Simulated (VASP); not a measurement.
## Al3Sc: stress against strain

Al3Sc (L1_2, Pm-3m, 16.874 Å³/atom and stress up to 0.12 GPa in the relaxed cell, cube axes along x, y and z) under an equal strain ε along x and y, with z held. PBEsol in VASP (plane waves, PAW), 480 eV, 12×12×12 Γ-centred mesh, Methfessel-Paxton smearing 0.10 eV; ions are relaxed, or left where forces stay under 0.02 eV/Å, within the symmetry of each cell. Stress is positive for a compressed cell.

Here s stands for strain and y for stress xx.

```
strain (%)  stress xx (GPa)
----------  ---------------
-1.50                  3.94
-1.00                  2.60
-0.50                  1.33
0.00                   0.12
0.50                  -1.02
1.00                  -2.10
1.50                  -3.13
3.00                      ?
```

### Question
Fit y against s with a straight line, and predict the withheld value at s = 3.00.

### Answer
Means: s 0, y 0.249. About the means, the sum of products is -16.480 and the sum of squares of s is 7.0000; the slope is their ratio. Least squares gives y = 0.249 - 2.3543·s. Residuals (row less fit): 0.160, -0.003, -0.096, -0.129, -0.092, 0.005, 0.152; standard error 0.129 (degrees of freedom: 5). The slope gives the elastic constants C11 + C12 = about 240 GPa. At the withheld row, y = 0.249 - 2.3543 × 3.0 = -6.814 GPa. The calculation gives -5.88 GPa, 0.934 GPa above the prediction (9.5 % of the range of y in the table). The row lies outside the fitted rows, so this is an extrapolation. From the scatter of the fitted rows alone, a prediction at this place has a standard error of 0.201 GPa, so the miss is 4.6 times that.

A polynomial of degree 2 through the 12 other runs of the series gives -5.83 there, so most of the miss is curvature that the fit leaves out. In a metal these values are sensitive to mesh and smearing; energies are taken to zero smearing, stresses follow the free energy. The runs aren't spin-polarised. Rows are the converged runs of the series near zero and its far end, less any whose ions stayed unrelaxed beside relaxed ones; series whose fitted rows scatter by over a few per cent of the range, as at a crossing or softening among them, aren't shown in this form. Most that stay on the fit to the last digits aren't either.
